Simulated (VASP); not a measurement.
Computed with PBE GGA, VASP's PBE PAW potentials (set 64) (plane waves; VASP 6.6.1).

VASP input:

File POSCAR:
```
Ag
1
    0.0000000000     2.0726947115     2.0726947115
    2.0726947115     0.0000000000     2.0726947115
    2.0726947115     2.0726947115     0.0000000000
Ag
1
Direct
  0.0000000000   0.0000000000   0.0000000000
```

INCAR:
```
ALGO=Normal
EDIFF=1E-7
ENCUT=520
GGA=PE
ISIF=2
ISMEAR=-5
LASPH=.TRUE.
LCHARG=.TRUE.
LMAXMIX=4
LORBIT=11
LREAL=.FALSE.
LWAVE=.FALSE.
NEDOS=601
NELM=100
PREC=Accurate
SYSTEM=Ag
```

### KPOINTS
```
K-points
0
G
  17 17 17
```

POTCAR, in this order: Ag (PBE.64 set). Program: vasp_std.

Task: What will the output report for the number of irreducible k-points (NKPTS), largest plane-wave count, number of space-group operations, FFT grid (NGX, NGY, NGZ)?

Result: 
```yaml
number of irreducible k-points (NKPTS): 165
largest_plane_wave_count: 531
number_of_space_group_operations: 48
FFT grid (NGX, NGY, NGZ): 24 × 24 × 24
```

The compound is Ag in the fcc structure. It was relaxed first.
